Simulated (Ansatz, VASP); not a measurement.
## TeW2 in VASP and in Ansatz

Contents of INCAR:

```
SYSTEM = TeW2
PREC = Accurate
ENCUT = 520
EDIFF = 1E-7
ISMEAR = 0
SIGMA = 0.1
LREAL = .FALSE.
LASPH = .TRUE.
NELM = 100
ALGO = Normal
ISIF = 2
LWAVE = .FALSE.
LCHARG = .FALSE.
GGA = PE
NBANDS = 24
```

Contents of KPOINTS:

```
regular mesh
0
G
  6 6 6
  0 0 0
```

Contents of POSCAR:

```
TeW2
1.0
    0.0000000000      3.1299451300      3.1299451300
    3.1299451300      0.0000000000      3.1299451300
    3.1299451300      3.1299451300      0.0000000000
Te W
1 2
Direct
    0.0000000000      0.0000000000      0.0000000000
    0.2500000000      0.2500000000      0.2500000000
    0.7500000000      0.7500000000      0.7500000000
```

Input for Ansatz:

```yaml
crystal:
  lattice:
    - [0.0, 3.12994513, 3.12994513]
    - [3.12994513, 0.0, 3.12994513]
    - [3.12994513, 3.12994513, 0.0]
  atoms:
    - { symbol: Te, position: [0.0, 0.0, 0.0] }
    - { symbol: W, position: [0.25, 0.25, 0.25] }
    - { symbol: W, position: [0.75, 0.75, 0.75] }
basis:
  ecutwfc: 420
kpoints:
  mp_grid: { grid: [6, 6, 6] }
hamiltonian:
  xc: pbe
scf:
  occupations: { method: gaussian, width: 0.1 }
  lower_state_search: "off"
output:
  forces: true
  stress: true
  eigenvalues: true
```

Change from the starting cell: species swapped into the HfO2 type (Fm-3m, No. 225).

Alike in both runs: task single point; functional PBE; k mesh 6 × 6 × 6; occupations gaussian, width 0.1 eV; no spin polarisation.

```csv
,VASP,Ansatz
version,VASP 6.6.1,Ansatz 0.2.0
potentials or method,"VASP PAW PBE potentials, release 64 (Te, W_sv)","scalar-relativistic, plane waves, PAW"
plane-wave cutoff (eV),520,420
valence electrons in the cell,34,44
```

```tsv
	VASP	Ansatz	Ansatz less VASP
gap on the k mesh at the Fermi level (eV)	none	none	-
pressure (GPa)	-1.0	-1.1	-0.08
```

A gap of «none» marks a metal or a gap that the smearing closes. The two sets of potentials don't hold the same shells in valence.

The runs have no spin-orbit coupling, so splittings on Te, W are missing.
